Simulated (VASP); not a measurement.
Consider the following.

```xyz
1
Lattice="0.0000 2.0250 2.0250 2.0250 0.0000 2.0250 2.0250 2.0250 0.0000" Properties=species:S:1:pos:R:3 pbc="T T T"
Al     0.0000     0.0000     0.0000
```

Level of theory: PBE GGA, VASP's PBE PAW potentials (set 64) (plane waves; VASP 6.6.1). Run with 400 eV cut-off, 14×14×14 Γ-centred mesh, tetrahedra with Blöchl corrections, potentials Al.

For a metal the tetrahedron method with Blöchl corrections gives inexact stress and forces.

Question: Predict the energy per atom (σ→0), pressure, band gap (on the k-mesh) with the smallest direct gap where there is one.

Answer: 
| Quantity | Value |
|---|---|
| band gap (on the k-mesh) | none (metal, semimetal or under 0.01 eV) |
| energy per atom (σ→0) | -3.740 eV/atom |
| pressure | -1.15 GPa |

The absolute energy has meaning only against runs of the same code, potentials and settings.

The compound is Al in the fcc structure. The cell was not relaxed at this level. The run is one of a series of settings (ISMEAR = -5, SIGMA removed against the base run), some of them coarse on purpose.
